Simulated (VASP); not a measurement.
All values below come from r2SCAN meta-GGA, VASP's PBE PAW potentials (set 64) (plane waves; VASP).

A VASP calculation is set up with these files.

POSCAR:
```
RuAl(110) slab
1.0
  2.9832284380   0.0000000000   0.0000000000
  0.0000000000   4.2189225641   0.0000000000
  0.0000000000   0.0000000000  25.5133338669
Al Ru
5 5
Cartesian
  1.4916142190   4.2189225641   8.5884075183
  1.4916142190   2.1094612820  10.6407152393
  1.4916142190   4.2189225641  12.7566669334
  1.4916142190   2.1094612820  14.8726186276
  1.4916142190   4.2189225641  16.9249263486
  0.0000000000   2.1094612820   8.5421247412
  0.0000000000   0.0000000000  10.6701596727
  0.0000000000   2.1094612820  12.7566669334
  0.0000000000   0.0000000000  14.8431741942
  0.0000000000   2.1094612820  16.9712091257
```

**KPOINTS**
```
Regular mesh
0
Gamma
 9 7 1
0 0 0
```

INCAR:
```
ALGO = Normal
DIPOL = 0.5 0.5 0.5
EDIFF = 1E-5
EDIFFG = -0.03
ENCUT = 400
IBRION = 2
IDIPOL = 3
ISIF = 2
ISMEAR = 1
LASPH = .TRUE.
LCHARG = .FALSE.
LDIPOL = .TRUE.
LMAXMIX = 4
LMIXTAU = .TRUE.
LREAL = .FALSE.
LWAVE = .TRUE.
METAGGA = R2SCAN
NELM = 100
NELMIN = 4
NSW = 120
PREC = Normal
SIGMA = 0.1
SYSTEM = RuAl(110) slab
```

POTCAR, in this order: Al Ru_pv (PBE.64 set). Program: vasp_std.

Output

OSZICAR:
```
...
DAV:  14    -0.168385339529E+03    0.33288E+00   -0.37926E-02  2345   0.135E+00    0.321E-01
DAV:  15    -0.167448186453E+03    0.93715E+00   -0.33094E-02  2092   0.133E+00    0.202E-01
DAV:  16    -0.167041835185E+03    0.40635E+00   -0.71274E-03  2320   0.559E-01    0.167E-01
DAV:  17    -0.166578650021E+03    0.46319E+00   -0.74889E-03  2101   0.619E-01    0.890E-02
DAV:  18    -0.165905280215E+03    0.67337E+00   -0.16517E-02  2092   0.821E-01    0.105E-01
DAV:  19    -0.165412416942E+03    0.49286E+00   -0.13846E-02  2082   0.763E-01    0.100E-01
DAV:  20    -0.165225581370E+03    0.18684E+00   -0.27548E-03  2235   0.312E-01    0.109E-01
DAV:  21    -0.165267656148E+03   -0.42075E-01   -0.40190E-04  2158   0.104E-01    0.206E-01
DAV:  22    -0.164353691248E+03    0.91396E+00   -0.27412E-01  2049   0.288E+00    0.235E-01
DAV:  23    -0.164339312017E+03    0.14379E-01   -0.37173E-03  2756   0.276E-01    0.264E-01
DAV:  24    -0.164343140803E+03   -0.38288E-02   -0.16708E-04  2518   0.646E-02    0.303E-01
DAV:  25    -0.164348684978E+03   -0.55442E-02   -0.93090E-05  2102   0.534E-02    0.300E-01
DAV:  26    -0.164334341464E+03    0.14344E-01   -0.12027E-03  2084   0.197E-01    0.320E-01
DAV:  27    -0.164340454662E+03   -0.61132E-02   -0.19021E-04  2153   0.660E-02    0.379E-01
DAV:  28    -0.164331487252E+03    0.89674E-02   -0.28316E-04  2079   0.954E-02    0.439E-01
DAV:  29    -0.164312319248E+03    0.19168E-01   -0.22912E-03  2082   0.274E-01    0.603E-01
DAV:  30    -0.164275439562E+03    0.36880E-01   -0.41298E-03  2140   0.347E-01    0.577E-01
DAV:  31    -0.164272267879E+03    0.31717E-02   -0.27192E-04  2490   0.813E-02    0.455E-01
DAV:  32    -0.164276771603E+03   -0.45037E-02   -0.11566E-04  2043   0.567E-02    0.434E-01
DAV:  33    -0.164271769747E+03    0.50019E-02   -0.16337E-04  1994   0.645E-02    0.395E-01
DAV:  34    -0.164225617125E+03    0.46153E-01   -0.89789E-03  2062   0.539E-01    0.269E-01
DAV:  35    -0.164224671299E+03    0.94583E-03   -0.16852E-04  2600   0.505E-02    0.278E-01
DAV:  36    -0.164234953279E+03   -0.10282E-01   -0.59591E-04  2100   0.127E-01    0.285E-01
DAV:  37    -0.164219690181E+03    0.15263E-01   -0.89416E-04  2072   0.156E-01    0.263E-01
DAV:  38    -0.164219297171E+03    0.39301E-03   -0.23587E-05  1784   0.187E-02    0.259E-01
DAV:  39    -0.164218147747E+03    0.11494E-02   -0.22720E-05  1579   0.278E-02    0.260E-01
DAV:  40    -0.164212176822E+03    0.59709E-02   -0.28508E-04  2032   0.957E-02    0.250E-01
DAV:  41    -0.164191769430E+03    0.20407E-01   -0.66398E-03  2064   0.464E-01    0.222E-01
DAV:  42    -0.164191573640E+03    0.19579E-03   -0.10169E-04  2486   0.435E-02    0.225E-01
DAV:  43    -0.164191410301E+03    0.16334E-03   -0.51263E-06  1404   0.133E-02    0.229E-01
DAV:  44    -0.164188762931E+03    0.26474E-02   -0.27540E-04  2046   0.106E-01    0.204E-01
DAV:  45    -0.164187746617E+03    0.10163E-02   -0.16094E-04  2055   0.839E-02    0.175E-01
DAV:  46    -0.164183705318E+03    0.40413E-02   -0.56679E-03  2056   0.328E-01    0.133E-01
DAV:  47    -0.164183405956E+03    0.29936E-03   -0.10464E-03  2118   0.214E-01    0.134E-01
DAV:  48    -0.164183234224E+03    0.17173E-03   -0.53543E-04  2068   0.161E-01    0.129E-01
DAV:  49    -0.164183345708E+03   -0.11148E-03   -0.59042E-05  1937   0.554E-02    0.130E-01
DAV:  50    -0.164182937504E+03    0.40820E-03   -0.11079E-04  1992   0.719E-02    0.130E-01
DAV:  51    -0.164182504197E+03    0.43331E-03   -0.93304E-04  2106   0.144E-01    0.155E-01
DAV:  52    -0.164182687181E+03   -0.18298E-03   -0.74841E-05  1944   0.521E-02    0.164E-01
DAV:  53    -0.164182537694E+03    0.14949E-03   -0.57808E-05  1904   0.556E-02    0.166E-01
DAV:  54    -0.164182169453E+03    0.36824E-03   -0.17602E-04  1992   0.709E-02    0.166E-01
DAV:  55    -0.164182422555E+03   -0.25310E-03   -0.38949E-05  1778   0.447E-02    0.167E-01
DAV:  56    -0.164180430165E+03    0.19924E-02   -0.35837E-04  1987   0.663E-02    0.176E-01
DAV:  57    -0.164180874331E+03   -0.44417E-03   -0.19060E-05  1665   0.183E-02    0.175E-01
DAV:  58    -0.164179983352E+03    0.89098E-03   -0.71371E-05  1924   0.406E-02    0.163E-01
DAV:  59    -0.164178792682E+03    0.11907E-02   -0.68491E-05  2065   0.426E-02    0.126E-01
DAV:  60    -0.164178405494E+03    0.38719E-03   -0.55242E-05  1949   0.345E-02    0.571E-02
DAV:  61    -0.164178467194E+03   -0.61700E-04   -0.16415E-05  1656   0.155E-02    0.431E-02
DAV:  62    -0.164179936592E+03   -0.14694E-02   -0.92734E-05  1811   0.328E-02    0.421E-02
DAV:  63    -0.164180159089E+03   -0.22250E-03   -0.53358E-06  1348   0.930E-03    0.411E-02
DAV:  64    -0.164181225996E+03   -0.10669E-02   -0.15589E-04  1846   0.401E-02    0.314E-02
DAV:  65    -0.164181499660E+03   -0.27366E-03   -0.20664E-05  1605   0.207E-02    0.270E-02
DAV:  66    -0.164181227591E+03    0.27207E-03   -0.17920E-05  1556   0.226E-02    0.214E-02
DAV:  67    -0.164181208057E+03    0.19535E-04   -0.28547E-06  1252   0.121E-02    0.171E-02
DAV:  68    -0.164181964863E+03   -0.75681E-03   -0.95928E-05  1794   0.374E-02    0.976E-03
DAV:  69    -0.164181852373E+03    0.11249E-03   -0.64213E-06  1282   0.164E-02    0.526E-03
DAV:  70    -0.164182028396E+03   -0.17602E-03   -0.12642E-05  1484   0.173E-02    0.740E-03
DAV:  71    -0.164181549482E+03    0.47891E-03   -0.43371E-05  1702   0.266E-02    0.958E-03
DAV:  72    -0.164181941501E+03   -0.39202E-03   -0.30508E-05  1667   0.219E-02    0.971E-03
DAV:  73    -0.164181999582E+03   -0.58081E-04   -0.36710E-06  1239   0.910E-03    0.108E-02
DAV:  74    -0.164182032147E+03   -0.32565E-04   -0.47347E-06  1236   0.182E-02    0.525E-03
DAV:  75    -0.164182024763E+03    0.73835E-05   -0.80434E-07  1092   0.711E-03
   1 F= -.16418202E+03 E0= -.16418067E+03  d E =-.164182E+03
       N       E                     dE             d eps       ncg     rms          rms(c)
DAV:   1    -0.164181176394E+03    0.85575E-03   -0.11356E-01  2094   0.324E+00    0.600E-02
DAV:   2    -0.164180986304E+03    0.19009E-03   -0.93255E-03  2113   0.595E-01    0.192E-01
DAV:   3    -0.164180994005E+03   -0.77007E-05   -0.16471E-03  2412   0.295E-01    0.235E-02
DAV:   4    -0.164181721676E+03   -0.72767E-03   -0.20041E-04  2183   0.645E-02    0.196E-02
DAV:   5    -0.164181926237E+03   -0.20456E-03   -0.27427E-05  1712   0.288E-02    0.108E-02
DAV:   6    -0.164182155260E+03   -0.22902E-03   -0.24016E-05  1618   0.299E-02    0.782E-03
DAV:   7    -0.164182268361E+03   -0.11310E-03   -0.15395E-05  1557   0.338E-02    0.498E-03
DAV:   8    -0.164182421388E+03   -0.15303E-03   -0.13556E-05  1534   0.260E-02    0.225E-03
DAV:   9    -0.164182481051E+03   -0.59663E-04   -0.21770E-05  1715   0.359E-02    0.151E-03
DAV:  10    -0.164182517057E+03   -0.36006E-04   -0.88261E-06  1326   0.210E-02    0.112E-03
DAV:  11    -0.164182551393E+03   -0.34336E-04   -0.74600E-06  1292   0.215E-02    0.703E-04
DAV:  12    -0.164182616984E+03   -0.65591E-04   -0.16527E-05  1572   0.332E-02    0.724E-04
DAV:  13    -0.164182636635E+03   -0.19650E-04   -0.31729E-06  1239   0.145E-02    0.546E-04
DAV:  14    -0.164182656321E+03   -0.19686E-04   -0.20622E-06  1225   0.108E-02    0.367E-04
DAV:  15    -0.164182658235E+03   -0.19139E-05   -0.77694E-06  1284   0.240E-02
   2 F= -.16418266E+03 E0= -.16418132E+03  d E =-.633471E-03
       N       E                     dE             d eps       ncg     rms          rms(c)
DAV:   1    -0.164174614102E+03    0.80422E-02   -0.10220E+00  2097   0.971E+00    0.181E-01
DAV:   2    -0.164180840671E+03   -0.62266E-02   -0.84312E-02  2119   0.179E+00    0.591E-01
DAV:   3    -0.164178700896E+03    0.21398E-02   -0.15194E-02  2418   0.970E-01    0.702E-02
DAV:   4    -0.164181460618E+03   -0.27597E-02   -0.16492E-03  2290   0.177E-01    0.603E-02
DAV:   5    -0.164181923862E+03   -0.46324E-03   -0.20851E-04  2207   0.780E-02    0.326E-02
DAV:   6    -0.164182596948E+03   -0.67309E-03   -0.94646E-05  2010   0.413E-02    0.163E-02
DAV:   7    -0.164182990300E+03   -0.39335E-03   -0.90352E-05  1867   0.382E-02    0.621E-03
DAV:   8    -0.164182989317E+03    0.98267E-06   -0.23901E-05  1726   0.386E-02
   3 F= -.16418299E+03 E0= -.16418171E+03  d E =-.964554E-03
```

OUTCAR:
```
------------------------ aborting loop because EDIFF is reached ----------------------------------------
  FORCE on cell =-STRESS in cart. coord.  units (eV):
  Direction    XX          YY          ZZ          XY          YZ          ZX
  --------------------------------------------------------------------------------------
  Total       -4.0263103     -5.8370430     -0.6456673     -0.0000000      0.0000000      0.0000000
  in kB      -20.0891956    -29.1238107     -3.2215440     -0.0000000      0.0000000      0.0000000
  external PRESSURE =     -17.4781834 kB  Pullay stress =       0.0000000 kB
  volume of cell :      321.11
      direct lattice vectors                 reciprocal lattice vectors
     2.983228438  0.000000000  0.000000000     0.335207317  0.000000000  0.000000000
     0.000000000  4.218922564  0.000000000     0.000000000  0.237027342  0.000000000
     0.000000000  0.000000000 25.513333867     0.000000000  0.000000000  0.039195191
 POSITION                                       TOTAL-FORCE (eV/Angst)
 -----------------------------------------------------------------------------------
      1.49161      0.00000      8.59002         0.000000      0.000000      0.009704
      1.49161      2.10946     10.64683         0.000000     -0.000000      0.022309
      1.49161      0.00000     12.75667         0.000000     -0.000000     -0.000000
      1.49161      2.10946     14.86651         0.000000      0.000000     -0.022309
      1.49161      0.00000     16.92331         0.000000      0.000000     -0.009704
      0.00000      2.10946      8.55271         0.000000     -0.000000     -0.008524
      0.00000      0.00000     10.67023        -0.000000      0.000000      0.028349
      0.00000      2.10946     12.75667         0.000000     -0.000000     -0.000000
      0.00000      0.00000     14.84310         0.000000     -0.000000     -0.028349
      0.00000      2.10946     16.96063         0.000000     -0.000000      0.008524
 -----------------------------------------------------------------------------------
    total drift:                               -0.000000      0.000000      0.000000
  FREE ENERGIE OF THE ION-ELECTRON SYSTEM (eV)
  ---------------------------------------------------
  free  energy   TOTEN  =      -164.1829893174 eV

  energy  without entropy=     -164.1791490515  energy(sigma->0) =     -164.18170923

 reached required accuracy - stopping structural energy minimisation
```
(Selected blocks of OUTCAR.)

### CONTCAR
```
RuAl(110) slab
   1.00000000000000
     2.9832284379999998    0.0000000000000000    0.0000000000000000
     0.0000000000000000    4.2189225640999997    0.0000000000000000
     0.0000000000000000    0.0000000000000000   25.5133338668999983
  Al              Ru
     5     5
Direct
     0.5000000000000000    0.0000000000000000    0.3366874994693489
     0.5000000000000000    0.5000000000000000    0.4173044594910392
     0.5000000000000000    0.0000000000000000    0.5000000000000000
     0.5000000000000000    0.5000000000000000    0.5826955405089609
     0.5000000000000000    0.0000000000000000    0.6633125005306512
     0.0000000000000000    0.5000000000000000    0.3352249286411371
     0.0000000000000000    0.0000000000000000    0.4182217586203620
     0.0000000000000000    0.5000000000000000    0.5000000000000000
     0.0000000000000000    0.0000000000000000    0.5817782413796380
     0.0000000000000000    0.5000000000000000    0.6647750713588628
```

OUTCAR:
```
 val. band max:        1.7124206483   @ k =   0.3333   0.1429   0.0000

 cond. band min:       1.7137407802   @ k =   0.0000   0.1429   0.0000


 Fermi energy:         1.7129772891

 k-point     1 :       0.0000    0.0000    0.0000
  band No.  band energies     occupation
      1     -41.5863      2.00000
      2     -41.5846      2.00000
      3     -41.5253      2.00000
      4     -41.5239      2.00000
      5     -41.4583      2.00000
      6     -41.4342      2.00000
      7     -41.3957      2.00000
      8     -41.3803      2.00000
      9     -41.3708      2.00000
     10     -41.3592      2.00000
     11     -41.3389      2.00000
     12     -41.3327      2.00000
     13     -41.3291      2.00000
     14     -41.2954      2.00000
     15     -41.2953      2.00000
     16      -8.2015      2.00000
     17      -7.3015      2.00000
     18      -5.9249      2.00000
     19      -4.7401      2.00000
     20      -4.5426      2.00000
     21      -2.1056      2.00000
     22      -1.9568      2.00000
     23      -1.9153      2.00000
     24      -1.8615      2.00000
     25      -1.5296      2.00000
     26      -1.4903      2.00000
     27      -1.3630      2.00000
     28      -0.9199      2.00000
     29      -0.1965      2.00000
     30       0.1108      2.00000
     31       0.1913      2.00000
     32       0.4788      2.00000
     33       0.5233      2.00000
     34       0.5524      2.00000
     35       0.6908      2.00000
     36       0.8247      2.00000
     37       0.8574      2.00000
     38       1.1660      2.00000
     39       1.2305      2.00000
     40       1.2413      2.00000
     41       1.5749      2.06492
     42       1.6527      1.84236
     43       1.6912      1.35940
     44       1.8143     -0.05295
     45       1.8744     -0.04483
     46       1.9138     -0.01559
     47       1.9828     -0.00091
     48       4.0643      0.00000
     49       5.1816      0.00000
     50       6.2742      0.00000
     51       6.4403      0.00000
...
```

The cell is a thin slab with vacuum, built from RuAl (CsCl type): (110) face.
